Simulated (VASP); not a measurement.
Calculation: PBE GGA, VASP's PBE PAW potentials (set 64) (plane waves; VASP 6.6.1).

Input for VASP

### INCAR
```
SYSTEM  =  Zr
PREC  =  Accurate; ENCUT  =  400; LREAL  =  .FALSE.
LASPH  =  .TRUE.
EDIFF  =  1E-6; NELM  =  100; ALGO  =  Normal
IMIX  =  4; AMIX  =  0.1; BMIX  =  0.0001
LMAXMIX  =  4
ISMEAR  =  1; SIGMA  =  0.1
GGA  =  PE
ISIF  =  2
LWAVE  =  .FALSE.; LCHARG  =  .FALSE.
```

KPOINTS:
```
Automatic
0
G
 12 12 7
0 0 0
```

**POSCAR**
```
Zr
1
    1.6520830000    -2.7927280000     0.0000000000
    1.6520830000     2.7927280000     0.0000000000
    0.0000000000     0.0000000000     5.0252640000
Zr
2
Direct
  0.3333330000   0.6666670000   0.2500000000
  0.6756180000   0.3422840000   0.7500000000
```

POTCAR, in this order: Zr_sv (PBE.64 set). Program: vasp_std.

Question: What does the run give for the energy per atom (σ→0), largest force, band gap (on the k-mesh)?

Answer: 
```
Property                                                    Result
------------------------  ----------------------------------------
energy per atom (σ→0)                               -8.508 eV/atom
band gap (on the k-mesh)  none (metal, semimetal or under 0.01 eV)
largest force                                           0.053 eV/Å
```

OSZICAR:
```
...
DAV:   9    -0.170155192058E+02    0.89539E-03   -0.14804E-02 13528   0.131E+00    0.426E-01
DAV:  10    -0.170159515948E+02   -0.43239E-03   -0.50058E-04 14488   0.235E-01    0.248E-01
DAV:  11    -0.170161958513E+02   -0.24426E-03   -0.28992E-04 10832   0.204E-01    0.767E-02
DAV:  12    -0.170162283434E+02   -0.32492E-04   -0.31327E-05 15128   0.578E-02    0.404E-02
DAV:  13    -0.170162468243E+02   -0.18481E-04   -0.65859E-06 10696   0.298E-02    0.152E-02
DAV:  14    -0.170162522647E+02   -0.54403E-05   -0.24738E-06  8000   0.170E-02    0.258E-03
DAV:  15    -0.170162527355E+02   -0.47082E-06   -0.26350E-07  6032   0.522E-03
   1 F= -.17016253E+02 E0= -.17015872E+02  d E =-.114249E-02
```

The compound is Zr in the hcp structure. The cell was not relaxed at this level, atoms are displaced from their ideal sites. The run is one of a series of settings (AMIX = 0.1, BMIX = 0.0001, IMIX = 4 against the base run), some of them coarse on purpose.
